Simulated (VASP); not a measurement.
```
CELL_PARAMETERS angstrom
      0.00000     3.03056     3.03056
      3.03056     0.00000     3.03056
      3.03056     3.03056     0.00000
ATOMIC_POSITIONS crystal
  Cd 0.00000 0.00000 0.00000
  Se 0.25000 0.25000 0.25000
```

Level of theory: SCAN meta-GGA, VASP's PBE PAW potentials (set 64) (plane waves; VASP). Settings: 520 eV cut-off, 8×8×8 Γ-centred mesh, Gaussian smearing of 0.050 eV, potentials Cd Se.

Give the stress tensor in GPa (positive for a compressed cell).

```
1.75  0.00  0.00
0.00  1.75  0.00
0.00  0.00  1.75
```
The pressure is its mean diagonal, 1.75 GPa.

The compound is CdSe in the zinc blende structure, whereas wurtzite is the usual form. This cell is one point of a volume scan, at 0.97 of the reference volume.
